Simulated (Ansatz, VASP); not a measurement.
**Pt2F: programs and potentials compared**

The starting cell:

```
Pt F
1.0
     0.00000    2.85243    2.85243
     2.85243    0.00000    2.85243
     2.85243    2.85243    0.00000
Pt F
2 1
Direct
  0.25000 0.25000 0.25000
  0.75000 0.75000 0.75000
  0.00000 0.00000 0.00000
```

The cell comes from a database or a generator and needn't be the stable form of this composition.

Alike in all runs: task relaxation of cell and atoms; functional PBE; k mesh 8 × 8 × 8; occupations fermi-dirac, width 0.05 eV; no spin polarisation; no spin-orbit coupling.

```tsv
program and potentials	plane-wave cutoff (eV)	notes	equilibrium volume (Å³/atom)
Ansatz, Ansatz PAW	420	14.33 valence electrons an atom on average	15.49
VASP, PBE PAW files F_GW, Pt_sv_GW, 900 eV	900	14.33 valence electrons an atom on average	15.46
VASP, PBE PAW files F_GW, Pt_GW, 900 eV	900	9 valence electrons an atom on average	15.42
VASP, PBE PAW files F, Pt, release 54, 900 eV	900	9 valence electrons an atom on average	15.46
```

The equilibrium volume spans 15.42 (VASP, PBE PAW files F_GW, Pt_GW, 900 eV) to 15.49 Å³/atom (Ansatz, Ansatz PAW). Relaxations stop with a little pressure left, so the last digit of a volume isn't settled.

Differences between rows come from potentials, basis sets and numerical settings, since the functional is the same but for its coding. Runs on potential files found faulty are left out.
